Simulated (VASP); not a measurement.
```xyz
2
Lattice="0.0000 3.0776 3.0776 3.0776 0.0000 3.0776 3.0776 3.0776 0.0000" Properties=species:S:1:pos:R:3 pbc="T T T"
Sr     0.0000     0.0000     0.0000
Te     3.0776     3.0776     3.0776
```

Calculation: PBE GGA, VASP's PBE PAW potentials (set 64) (plane waves; VASP). Settings: 480 eV cut-off, 6×6×6 Γ-centred mesh, Gaussian smearing of 0.050 eV, potentials Sr_sv Te.

Unless said otherwise, spin-orbit coupling is left out, though it shifts the bands of the heavy elements here.

Problem. Predict the energy per atom (σ→0), pressure, band gap (on the k-mesh) with the smallest direct gap where there is one.

Solution. 
```json
{
  "band gap (on the k-mesh)": "0.89 eV",
  "smallest direct gap (on the k-mesh)": "1.79 eV",
  "energy per atom (σ→0)": "-3.804 eV/atom",
  "pressure": "14.99 GPa"
}
```

Only differences to runs with the same potentials and settings are physical.

The compound is SrTe in the rock salt structure. It was relaxed first under an external pressure of 15 GPa.
